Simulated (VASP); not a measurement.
The system is Mo.

```xyz
1
Lattice="-1.5838 1.5838 1.5838 1.5838 -1.5838 1.5838 1.5838 1.5838 -1.5838" Properties=species:S:1:pos:R:3 pbc="T T T"
Mo    0.0000    0.0000    0.0000
```

| Property | Result |
| --- | --- |
| Program | VASP 6.6.1 |
| Task | relaxation of cell and atoms |
| Functional | PBEsol |
| Potentials or basis | VASP PAW PBE potentials, release 64 (Mo_sv) |
| Cutoff | 600 eV |
| k mesh | 6 × 6 × 6 |
| Occupations | gaussian, width 0.1 eV |
| Spin | no spin polarisation |

At the start: pressure -9.5 GPa; volume 15.89 Å³/atom.

Q: Where does the relaxation end?

A: Over 4 steps the energy falls by 17.0 meV/atom and the volume is 15.34 Å³/atom (-3.5 %); space group Im-3m (No. 229, to 0.05 Å).

Step by step:
```tsv
step	energy change (eV)	largest force (eV/Å)	pressure (GPa)	volume (Å³)
1	0.0000	0.0000	-9.47	15.89
2	0.1427	0.0000	37.12	13.83
3	-0.0169	0.0000	-0.44	15.36
4	-0.0170	0.0000	-0.05	15.34
```

Final structure:
```
CELL_PARAMETERS angstrom
-1.56523 1.56523 1.56523
1.56523 -1.56523 1.56523
1.56523 1.56523 -1.56523
ATOMIC_POSITIONS crystal
Mo 0.00000 0.00000 0.00000
```

Caveat: the k mesh is coarse (spacing up to 0.47 Å⁻¹), so the values aren't converged; the PAW data sets were made with another functional, which shifts forces and pressure a little.
